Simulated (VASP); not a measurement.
Crystal: Ta.

```
Ta
1.0
    -1.65128    1.65128    1.65128
     1.65128   -1.65128    1.65128
     1.65128    1.65128   -1.65128
Ta
1
Direct
  0.00000 0.00000 0.00000
```

Base run:

```yaml
Program: VASP 6.6.1
Functional: PBE
Potentials_or_basis: VASP PAW PBE potentials, release 64 (Ta_pv)
Cutoff: 300 eV
k_mesh: 14 × 14 × 14
Occupations: gaussian, width 0.1 eV
Spin: no spin polarisation
```

Its results: band gap on the k mesh none (metal or under the smearing width); pressure 2.6 GPa.

Q: The run is repeated on the same cell with these changes: cutoff from 300 eV to 520 eV; k mesh from 14 × 14 × 14 to 6 × 6 × 6. What comes out?

A: Band gap on the k mesh none (metal or under the smearing width); pressure 5.5 GPa.

Caveats: some runs use coarse meshes.

Not every run made on this cell is shown here.
